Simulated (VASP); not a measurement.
An input for Quantum ESPRESSO's pw.x (written as the equivalent of a VASP run, and not itself run):

```
&CONTROL
  calculation = 'scf'
  pseudo_dir = './pseudo'
  outdir = './out'
  tprnfor = .true.
  tstress = .true.
/
&SYSTEM
  ibrav = 0
  nat = 2
  ntyp = 2
  ecutwfc = 86
  occupations = 'smearing'
  smearing = 'gaussian'
  degauss = 0.003675
  input_dft = 'pw91'
/
&ELECTRONS
  conv_thr = 7.3e-09
  electron_maxstep = 100
/
ATOMIC_SPECIES
  Ca 40.078 Ca.upf
  Se 78.971 Se.upf
CELL_PARAMETERS angstrom
     0.0000000    3.0376071    3.0376071
     3.0376071    0.0000000    3.0376071
     3.0376071    3.0376071    0.0000000
ATOMIC_POSITIONS crystal
  Ca   0.0000000  0.0000000  0.0000000
  Se   0.5000000  0.5000000  0.5000000
K_POINTS automatic
  8 8 8 0 0 0
```

Question: Translate this input to VASP (INCAR, KPOINTS, POSCAR, choice of POTCAR).

Answer: One answer among several that fit: 
POSCAR:
```
CaSe
3.0376070
  0.0000000000   1.0000000239   1.0000000239
  1.0000000239   0.0000000000   1.0000000239
  1.0000000239   1.0000000239   0.0000000000
Ca Se
1 1
Cart
  0.0000000000   0.0000000000   0.0000000000
  1.0000000239   1.0000000239   1.0000000239
```

### INCAR
```
SYSTEM = CaSe
PREC = Accurate
ENCUT = 520
EDIFF = 1E-7
NELM = 100
ALGO = Normal
LREAL = .FALSE.
LASPH = .TRUE.
ISMEAR = 0
SIGMA = 0.05
GGA = 91
LMAXMIX = 4
LWAVE = .FALSE.
LCHARG = .FALSE.
ISIF = 2
```

File KPOINTS:
```
Automatic mesh
0
Gamma
8 8 8
0 0 0
```

POTCAR, in this order: Ca_sv Se (PBE.64 set). Program: vasp_std.

Limits of the translation: the potentials are each code's own (VASP's PAW set, PseudoDojo norm-conserving files in pw.x), so ENCUT and ecutwfc are chosen apart and not converted; conv_thr bounds pw.x's estimated SCF error, while EDIFF bounds the energy change between steps.

The compound is CaSe in the rock salt structure. This cell is one point of a volume scan, at 1.06 of the reference volume.
